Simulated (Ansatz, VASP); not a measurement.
LaAs in VASP and in Ansatz

```
La As
1.0
     0.00000    3.03222    3.03222
     3.03222    0.00000    3.03222
     3.03222    3.03222    0.00000
La As
1 1
Direct
  0.50000 0.50000 0.50000
  0.00000 0.00000 0.00000
```

Alike in both runs: functional LDA; k mesh 12 × 12 × 12; occupations gaussian, width 0.1 eV; no spin polarisation.

Ansatz relaxed the structure, and its values are those at the end. VASP's run is a single point on that final structure, the one shown.

|  | VASP | Ansatz |
| --- | --- | --- |
| version | VASP 6.6.1 | Ansatz 0.2.0 |
| potentials or method | VASP PAW LDA potentials, release 64 (La, As) | scalar-relativistic, plane waves, PAW |
| plane-wave cutoff (eV) | 520 | 420 |
| valence electrons in the cell | 16 | 26 |

|  | VASP | Ansatz | Ansatz less VASP |
| --- | --- | --- | --- |
| gap on the k mesh at the Fermi level (eV) | none | none | - |
| pressure (GPa) | 0.1 | 0.0 | -0.10 |

A gap of «none» marks a metal or a gap that the smearing closes. The two sets of potentials don't hold the same shells in valence.

The runs have no spin-orbit coupling, so splittings on La are missing.
